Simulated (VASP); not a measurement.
Given:

```
Ag2S
1.0
    0.00000     3.00468     3.00468
    3.00468     0.00000     3.00468
    3.00468     3.00468     0.00000
Ag S
2 1
Cartesian
  4.50701   4.50701   4.50701
  1.50234   1.50234   1.50234
  0.00000   0.00000   0.00000
```

Computed with LDA (Ceperley-Alder, Perdew-Zunger), VASP's LDA PAW potentials (set 64) (plane waves; VASP). Numerical set-up: 400 eV cut-off, 10×10×10 Γ-centred mesh, tetrahedra with Blöchl corrections, potentials Ag S.

Question: The job: Ag$_{2}$S (space group Fm-3m), 3 atoms, LDA, static run, 400 eV, 10×10×10 Γ-centred mesh. Roughly how much core time does it take on a busy server core?

Answer: About 20 core-seconds (one run on a shared machine, a rough figure). It had 47 irreducible k-points, 18 bands, up to 998 plane waves and 13 electronic steps.

The structure comes from a computed database's Ag2S entry (Fm-3m); how it stands against other phases isn't given here. It was relaxed first, which changed the volume by -11 %.
